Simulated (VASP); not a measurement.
Take PbS (rock salt), without spin-orbit terms, in VASP with PAW potentials, and its band gap.

Q: One run gives 0.37 eV. Which level is it?
A. PBE-D4 (own cell)
B. r2SCAN (own cell)
C. SCAN (own cell)
D. optB88-vdW (own cell)

A: A, PBE-D4 (own cell).  The others give 0.70 (r2SCAN (own cell)), 0.50 (optB88-vdW (own cell)), 0.62 (SCAN (own cell)).

Only levels that ran to the end are used. Left out are those held back, those with too coarse a band path, GW runs whose mesh misses a band edge, hybrids' fits of cells that aren't cubic and levels without matching references; a question may draw on a part of the rest.

The compound is PbS in the rock salt structure.
